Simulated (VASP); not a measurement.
VASP, PAW. Band gap of AgCl (rock salt) (no spin-orbit coupling).

```csv
level,band gap (eV)
PBE (own cell),0.92
```

Problem. Estimate the band gap from r2SCAN+rVV10 (own cell), rev-vdW-DF2 (own cell), B3LYP (PBE cell).

Solution. 
r2SCAN+rVV10 (own cell): 1.37 eV
rev-vdW-DF2 (own cell): 0.82 eV
B3LYP (PBE cell): 2.72 eV

Only levels that ran to the end are used. Left out are those held back, those with too coarse a band path, GW runs whose mesh misses a band edge, hybrids' fits of cells that aren't cubic and levels without matching references; a question may draw on a part of the rest.

The compound is AgCl in the rock salt structure.
